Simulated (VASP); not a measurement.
Input:

```xyz
6
Lattice="4.7241 0.0000 0.0000 0.0000 4.7241 0.0000 0.0000 0.0000 3.1346" Properties=species:S:1:pos:R:3 pbc="T T T"
Zn     0.0000     0.0000     0.0000
Zn     2.3620     2.3620     1.5673
F      1.4332     1.4332     3.1346
F      3.7952     0.9289     1.5673
F      0.9289     3.7952     1.5673
F      3.2909     3.2909     0.0000
```

Calculation: MS2 meta-GGA, VASP's PBE PAW potentials (set 64) (plane waves; VASP 6.6.1). Settings: 520 eV cut-off, 5×5×8 Γ-centred mesh, tetrahedra with Blöchl corrections, potentials Zn F.

The cores are frozen, which limits the accuracy of field gradients.

Task: Give the principal components of the electric field gradient (V/Å²) and the asymmetry η at each nucleus.

Result: 
```
atom    Vxx   Vyy    Vzz     η
----  -----  ----  -----  ----
Zn1   -13.8  -6.8   20.7  0.34
Zn2   -13.8  -6.8   20.7  0.34
F3     63.6  26.6  -90.2  0.41
F4     63.6  26.6  -90.2  0.41
F5     63.6  26.6  -90.2  0.41
F6     63.6  26.6  -90.2  0.41
```

The compound is ZnF2 in the rutile structure. It was relaxed first.
